## How much gap does a low cutoff cost?

In this calculation of zinc-blende GaN, a plane-wave cutoff that is too low makes the band gap too small, by about 0.01 eV times the square of the number of 50 eV steps below 450 eV. One step costs 0.01 eV, two cost 0.04 eV and three cost 0.09 eV. From 450 eV upwards the gap no longer changes by more than about 1 meV.

VASP 6.6.1 calculations of zinc-blende GaN (two-atom cell, fixed geometry) with the PBE functional and the recommended PAW potentials (Ga_d, N), without spin polarisation or spin-orbit coupling. All runs use an 8 × 8 × 8 k mesh and Gaussian smearing of 0.02 eV. Gaps are taken from levels at the mesh points only, the direct gap with both levels at the same point.

| wave cutoff | gap on mesh (eV) | direct gap on mesh (eV) |
| --- | --- | --- |
| 300 eV | 1.635 | 1.635 |
| 350 eV | 1.683 | 1.683 |
| 400 eV | 1.712 | 1.712 |
| 450 eV | 1.725 | 1.725 |
| 520 eV | 1.724 | 1.724 |
| 600 eV | 1.724 | 1.724 |
| 700 eV | 1.725 | 1.725 |

The cutoff is the highest kinetic energy of the plane waves from which the electron waves are built. A low cutoff removes the shortest wavelengths, and with them the fine detail. The atoms and the cell are the same in every row, so the rise of the gap is an error of the basis fading away and not a change in the material. The two gap columns agree because the smallest gap is direct: both band edges lie at the same point of the mesh, the zone centre.

### Why the gap comes out too small

The missing detail matters most for compact electron waves. Nitrogen has no p shell below 2p, and gallium has no d shell below 3d, so these waves have no inner nodes and sit close to their nuclei. The s waves of the valence shells are smoother once the potential has replaced the core. Theory therefore suggests that a low cutoff leaves the p and d levels too high relative to the s levels. At the zone centre the valence top is mainly N 2p and the conduction minimum is s-like, so the gap between them is too small.

The levels of the same runs fit this picture. Between 350 and 600 eV the conduction minimum rises by 41 meV against the valence top, and the deep N 2s level rises by 45 meV. The Ga 3d levels stay within about 5 meV of their old distance from the valence top. Among these levels, the s levels thus move together on one side, while the valence p and d levels stay together on the other. That grouping is what the numbers show; the compactness of the waves as its cause is the theoretical argument. The potential also readjusts when the electron density changes with the cutoff, and this may account for part of the shifts.

### The rule and a worked estimate

The potentials are designed so that the waves need little detail beyond a certain cutoff. Just below that point, each plane wave removed should cost almost nothing, and the cost should then grow faster and faster. The simplest curve that starts flat and steepens is a square:

gap ≈ settled gap − 0.01 eV × n²

Here n is the number of 50 eV steps below 450 eV, and n = 0 at any higher cutoff. The argument makes a square plausible but does not prove it.

The settled gap, averaged over the rows from 450 eV up, is 1.724 eV. At 350 eV the cutoff is two steps short, so the loss is 0.01 × 2² = 0.04 eV and the estimate is 1.684 eV; the calculation gave 1.683 eV. At 400 eV the loss is one step, 0.01 eV, and the estimate of 1.714 eV compares with a computed 1.712 eV. Neither row was used to set the factor 0.01 eV, which comes from the 300 eV row. The 450 eV starting point, however, was read from this same table.

Over the whole table the rule stays within 3 meV of the computed gap. It is least good in relative terms at 400 eV, where it misses about a fifth of the small shortfall. A least-squares fit of the square to all seven rows gives practically the same factor, as the output below shows.

### Estimating the settled gap from low cutoffs

The square also helps when only the three lowest cutoffs have been run. The gap first grows by 48 meV and then by 29 meV, which is 19 meV less. If the growth shrinks by the same amount again, the next step adds 10 meV and the one after it would be negative, so one stops there. The forecast is 1.712 + 0.010 = 1.722 eV, close to the settled value.

An alternative lets each step shrink by the same factor, as in an exponential decay. From the same three rows it leads to 1.756 eV, about 0.03 eV too high. The loss in this table ends more abruptly than an exponential does. One material cannot show that it always will, so a forecast of this kind still needs one run at a higher cutoff to confirm it.

### Where the rule stops

The factor and the starting point belong to this material with these potentials, and no row tests the rule below 300 eV. A settled gap also does not guarantee other settled results. At 450 eV the pressure is still 0.7 GPa below its value at 700 eV, which matters if the cell is to be relaxed.

Nor does a settled gap mean a correct one. The measured gap is roughly 3.2 eV, a recalled value, so PBE falls short by about 1.5 eV. That is more than ten times the largest cutoff error in the table, and no number of extra plane waves will remove it.

Output of the analysis:

```
settled gap, mean of the rows from 450 eV up, in eV: 1.724
coefficient from the 300 eV row alone, in eV per step squared: 0.009944
gap shortfall and hand rule:
     row  shortfall_meV  steps_below_450  rule_meV  rule_less_shortfall_meV  rule_gap_eV
  300 eV           89.5                3        90                      0.5        1.634
  350 eV           41.5                2        40                     -1.5        1.684
  400 eV           12.5                1        10                     -2.5        1.714
  450 eV           -0.5                0         0                      0.5        1.724
  520 eV            0.5                0         0                     -0.5        1.724
  600 eV            0.5                0         0                     -0.5        1.724
  700 eV           -0.5                0         0                      0.5        1.724
shortfall at 300 eV in percent of the settled gap: 5.19
fit of gap_on_mesh on 7 rows: constant 1.724 +/- 0.00056, coefficient of steps2 -0.009957 +/- 0.00015; rms 0.00106, worst 400 eV 0.00196, leave-one-out rms 0.0021
fit of gap_on_mesh on 7 rows: constant 1.727 +/- 0.0018, coefficient of exp((300 - ecut)/s) -0.09274 +/- 0.0043, s 58.25; rms 0.00294, worst 450 eV -0.00542, leave-one-out rms 0.0246
first increment 300 to 350 eV, in meV: 48
second increment 350 to 400 eV, in meV: 29
next increment if the drop is constant, in meV: 10
forecast at 450 eV with constant drop, in eV: 1.722
that forecast less settled gap, in meV: -2.5
limit with constant factor, in eV: 1.756
that limit less settled gap, in meV: 31.76
rise of conduction minimum against valence top 350 to 600 eV, in meV: 40.8
rise of deep N 2s level against valence top, in meV: 45.1
rise of threefold Ga 3d level against valence top, in meV: -3.3
rise of twofold Ga 3d level against valence top, in meV: -5.4
pressure less its value at 700 eV:
     row  pressure_error_GPa
  300 eV              -18.24
  350 eV              -8.684
  400 eV              -3.401
  450 eV              -0.732
  520 eV                0.12
  600 eV               -0.02
  700 eV                   0
rough PBE gap error against experiment, in eV: 1.476
```
